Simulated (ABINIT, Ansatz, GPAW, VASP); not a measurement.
**Code comparison for KZnF3 (Pm-3m, 5 atoms in the cell)**

Self-consistent single point, at a second geometry (lattice scaled by 0.98). First geometry:

```xyz
5
Lattice="3.9937 0.0000 0.0000 0.0000 3.9937 0.0000 0.0000 0.0000 3.9937" Properties=species:S:1:pos:R:3 pbc="T T T"
K      0.0000     0.0000     0.0000
Zn     1.9969     1.9969     1.9969
F      1.9969     0.0000     1.9969
F      0.0000     1.9969     1.9969
F      1.9969     1.9969     0.0000
```

Shared settings, as Ansatz (an electronic-structure program) writes them: kpoints.mp_grid.grid = 4 4 4; scf.occupations.method = fermi_dirac; scf.occupations.width = 0.0007 Ry. Potentials and cutoffs stand in the table.

```csv
code,model,ΔF from the first geometry (meV/atom),pressure (GPa),gap on the mesh (eV),cutoff
VASP,"PBE, VASP's PBE PAW potentials (set 64)",60.8,8.07,4.077,400 eV
Ansatz,"PBE, default PAW files",57.4,15.51,4.147,default
ABINIT,"PBE, PAW (JTH v2.0 PBE PAW)",57.3,15.38,4.109,30 Ha
GPAW,"PBE, GPAW PAW datasets PBE (gpaw-data 1.0.1)",57.9,–,4.091,900 eV
```

For VASP (by 8.1 GPa) the energy change implies a higher mean pressure, against the two pressures, than for the other programs: a sign of finite-basis (Pulay) stress.

A dash marks a value that a program does not give, or that is left out as unsure.

Gaps are read on the mesh.

The spread over the programs that give each value: ΔF from the first geometry within 3.5 meV/atom; pressure within 7.44 GPa; gap on the mesh within 0.070 eV.

Ansatz's pressure is given at a fixed set of plane waves, as the other plane-wave codes print theirs; with its correction for the finite basis it is 16.20 GPa (the shift of 0.69 GPa shows how far the cutoff is from converged). The pressure of GPAW is left out: its cutoff lies under the one at which its stress was checked. In the pressure, VASP (by 7.31) lies more than 1 GPa from the median of the plane-wave programs.

VASP's run is marked for a possible Pulay error in its stress at this cutoff; no cutoff test was made.

The starting cell has typed, rounded lattice constants, without a prior relaxation at this level. Its lattice was rescaled by a random factor within 2.5 % of one. For this run, on top of that: lattice scaled by 0.98.

Left out of this page: Quantum ESPRESSO, CP2K, Elk, FLEUR and SIESTA (not drawn, or without a comparable value).

Keys are those of Ansatz 0.2.
